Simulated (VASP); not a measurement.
A VASP calculation is set up with these files.

### INCAR
```
ALGO = Normal
EDIFF = 1E-6
EDIFFG = -0.02
ENCUT = 520
GGA = PS
IBRION = 2
ISIF = 3
ISMEAR = 0
LASPH = .TRUE.
LCHARG = .FALSE.
LREAL = .FALSE.
LWAVE = .FALSE.
NELM = 100
NSW = 60
PREC = Accurate
SIGMA = 0.05
SYSTEM = Li2SiS3
```

**POSCAR**
```
Li2SiS3
1.0
  5.7855345798  -3.3634108210   0.0000000000
  5.7855345798   3.3634108210   0.0000000000
  0.0000000000   0.0000000000   5.9091722974
Li Si S
4 2 6
Direct
  0.1801869680   0.4893540352   0.0071273708
  0.8198130320   0.5106459648   0.5071273708
  0.5106459648   0.8198130320   0.0071273708
  0.4893540352   0.1801869680   0.5071273708
  0.8348654227   0.1651345773   0.9976591271
  0.1651345773   0.8348654227   0.4976591271
  0.1558029824   0.5388546915   0.4098741020
  0.8441970176   0.4611453085   0.9098741020
  0.4611453085   0.8441970176   0.4098741020
  0.5388546915   0.1558029824   0.9098741020
  0.8587843634   0.1412156366   0.3731379272
  0.1412156366   0.8587843634   0.8731379272
```

KPOINTS:
```
K-points
0
G
  4 4 4
0 0 0
```

POTCAR, in this order: Li_sv Si S (PBE.64 set). Program: vasp_std.

Question: Translate this PBEsol calculation to Quantum ESPRESSO's pw.x.

Answer: One equivalent input (not run):
```
&CONTROL
  calculation = 'vc-relax'
  pseudo_dir = './pseudo'
  outdir = './out'
  tprnfor = .true.
  tstress = .true.
  nstep = 60
  forc_conv_thr = 0.00078
/
&SYSTEM
  ibrav = 0
  nat = 12
  ntyp = 3
  ecutwfc = 74
  occupations = 'smearing'
  smearing = 'gaussian'
  degauss = 0.003675
  input_dft = 'pbesol'
/
&ELECTRONS
  conv_thr = 7.3e-08
  electron_maxstep = 100
/
&IONS
/
&CELL
/
ATOMIC_SPECIES
  Li 6.940 Li.upf
  Si 28.085 Si.upf
  S 32.060 S.upf
CELL_PARAMETERS angstrom
     5.7855346   -3.3634108    0.0000000
     5.7855346    3.3634108    0.0000000
     0.0000000    0.0000000    5.9091723
ATOMIC_POSITIONS crystal
  Li   0.1801870  0.4893540  0.0071274
  Li   0.8198130  0.5106460  0.5071274
  Li   0.5106460  0.8198130  0.0071274
  Li   0.4893540  0.1801870  0.5071274
  Si   0.8348654  0.1651346  0.9976591
  Si   0.1651346  0.8348654  0.4976591
  S    0.1558030  0.5388547  0.4098741
  S    0.8441970  0.4611453  0.9098741
  S    0.4611453  0.8441970  0.4098741
  S    0.5388547  0.1558030  0.9098741
  S    0.8587844  0.1412156  0.3731379
  S    0.1412156  0.8587844  0.8731379
K_POINTS automatic
  4 4 4 0 0 0
```
Limits of the translation: the potentials are each code's own (VASP's PAW set, PseudoDojo norm-conserving files in pw.x), so ENCUT and ecutwfc are chosen apart and not converted; conv_thr bounds pw.x's estimated SCF error, while EDIFF bounds the energy change between steps; forc_conv_thr acts on force components and is met together with etot_conv_thr.

The structure comes from a computed database's Li2SiS3 entry (Cmc2_1); how it stands against other phases isn't given here. This run relaxes it. Symmetry was kept, so distortions that lower it aren't found. The start is the result of an earlier pass.
